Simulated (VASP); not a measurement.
Given:

```yaml
crystal:
  lattice:
    - [0.00000, 2.93500, 2.93500]
    - [2.93500, 0.00000, 2.93500]
    - [2.93500, 2.93500, 0.00000]
  atoms:
    - { symbol: In, position: [0.00000, 0.00000, 0.00000] }
    - { symbol: P, position: [0.25000, 0.25000, 0.25000] }
```

Method: G0W0 on PBE orbitals, VASP's PBE PAW potentials (set 64) (plane waves; VASP 6.6.1). Numerical set-up: PREC = Normal, 500 eV cut-off, 4×4×4 Γ-centred mesh, Gaussian smearing of 0.010 eV, potentials In_d_GW P_GW.

The mesh is coarse and the basis finite, so the quasiparticle values are not converged.

NBANDS = 100, ENCUTGW = 150 eV, NOMEGA = 64. The PBE levels (eV) that the step starts from are:

| state | KS energy | filling |
|---|---|---|
| k1 (0.00, 0.00, 0.00), band 6 | -7.58 | 2 |
| k1 (0.00, 0.00, 0.00), band 7 | 3.91 | 2 |
| k1 (0.00, 0.00, 0.00), band 8 | 3.91 | 2 |
| k1 (0.00, 0.00, 0.00), band 9 | 3.91 | 2 |
| k1 (0.00, 0.00, 0.00), band 10 | 4.58 | 0 |
| k1 (0.00, 0.00, 0.00), band 11 | 7.97 | 0 |
| k1 (0.00, 0.00, 0.00), band 12 | 7.97 | 0 |
| k1 (0.00, 0.00, 0.00), band 13 | 7.97 | 0 |
| k2 (0.25, 0.00, 0.00), band 6 | -6.91 | 2 |
| k2 (0.25, 0.00, 0.00), band 7 | 0.47 | 2 |
| k2 (0.25, 0.00, 0.00), band 8 | 3.36 | 2 |
| k2 (0.25, 0.00, 0.00), band 9 | 3.36 | 2 |
| k2 (0.25, 0.00, 0.00), band 10 | 5.68 | 0 |
| k2 (0.25, 0.00, 0.00), band 11 | 8.67 | 0 |
| k2 (0.25, 0.00, 0.00), band 12 | 8.67 | 0 |
| k2 (0.25, 0.00, 0.00), band 13 | 9.21 | 0 |
| k3 (0.50, 0.00, 0.00), band 6 | -5.87 | 2 |
| k3 (0.50, 0.00, 0.00), band 7 | -1.81 | 2 |
| k3 (0.50, 0.00, 0.00), band 8 | 2.94 | 2 |
| k3 (0.50, 0.00, 0.00), band 9 | 2.94 | 2 |
| k3 (0.50, 0.00, 0.00), band 10 | 5.38 | 0 |
| k3 (0.50, 0.00, 0.00), band 11 | 8.69 | 0 |
| k3 (0.50, 0.00, 0.00), band 12 | 8.69 | 0 |
| k3 (0.50, 0.00, 0.00), band 13 | 11.00 | 0 |

Give the quasiparticle energies and renormalisation factors Z.

| state | QP energy (eV) | Z |
|---|---|---|
| k1 (0.00, 0.00, 0.00), band 6 | -7.86 | 0.59 |
| k1 (0.00, 0.00, 0.00), band 7 | 3.57 | 0.74 |
| k1 (0.00, 0.00, 0.00), band 8 | 3.57 | 0.74 |
| k1 (0.00, 0.00, 0.00), band 9 | 3.57 | 0.74 |
| k1 (0.00, 0.00, 0.00), band 10 | 4.74 | 0.75 |
| k1 (0.00, 0.00, 0.00), band 11 | 8.16 | 0.75 |
| k1 (0.00, 0.00, 0.00), band 12 | 8.16 | 0.75 |
| k1 (0.00, 0.00, 0.00), band 13 | 8.16 | 0.75 |
| k2 (0.25, 0.00, 0.00), band 6 | -7.24 | 0.64 |
| k2 (0.25, 0.00, 0.00), band 7 | 0.04 | 0.71 |
| k2 (0.25, 0.00, 0.00), band 8 | 2.98 | 0.74 |
| k2 (0.25, 0.00, 0.00), band 9 | 2.98 | 0.74 |
| k2 (0.25, 0.00, 0.00), band 10 | 5.83 | 0.75 |
| k2 (0.25, 0.00, 0.00), band 11 | 8.87 | 0.74 |
| k2 (0.25, 0.00, 0.00), band 12 | 8.87 | 0.74 |
| k2 (0.25, 0.00, 0.00), band 13 | 9.34 | 0.73 |
| k3 (0.50, 0.00, 0.00), band 6 | -6.22 | 0.66 |
| k3 (0.50, 0.00, 0.00), band 7 | -2.28 | 0.69 |
| k3 (0.50, 0.00, 0.00), band 8 | 2.54 | 0.73 |
| k3 (0.50, 0.00, 0.00), band 9 | 2.54 | 0.73 |
| k3 (0.50, 0.00, 0.00), band 10 | 5.52 | 0.76 |
| k3 (0.50, 0.00, 0.00), band 11 | 8.85 | 0.74 |
| k3 (0.50, 0.00, 0.00), band 12 | 8.85 | 0.74 |
| k3 (0.50, 0.00, 0.00), band 13 | 10.89 | 0.72 |
On the mesh the gap opens from 0.67 to 1.17 eV.

The compound is InP in the zinc blende structure. The cell was not relaxed at this level. The k-mesh is coarse (spacing up to 0.46 per Å, 2π included), so the numbers may not be converged in it.
